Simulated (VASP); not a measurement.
```
CELL_PARAMETERS angstrom
      0.00000     3.28187     3.28187
      3.28187     0.00000     3.28187
      3.28187     3.28187     0.00000
ATOMIC_POSITIONS crystal
  Te 0.50000 0.50000 0.50000
  Pb 0.00000 0.00000 0.00000
```

Computed with PBE GGA, VASP's PBE PAW potentials (set 64) (plane waves; VASP). Numerical set-up: 400 eV cut-off, 6×6×6 Γ-centred mesh, Gaussian smearing of 0.050 eV, potentials Te Pb_d.

Unless said otherwise, spin-orbit coupling is left out, though it shifts the bands of the heavy elements here.

### Question
What does the run give for the energy per atom (σ→0), band gap (on the k-mesh) with the smallest direct gap where there is one?

### Answer

The band gap (on the k-mesh) is 0.83 eV. The smallest direct gap (on the k-mesh) is 0.83 eV and the energy per atom (σ→0) comes out as -3.762 eV/atom.

The compound is PbTe in the rock salt structure. It was relaxed first. The start is the result of an earlier pass.
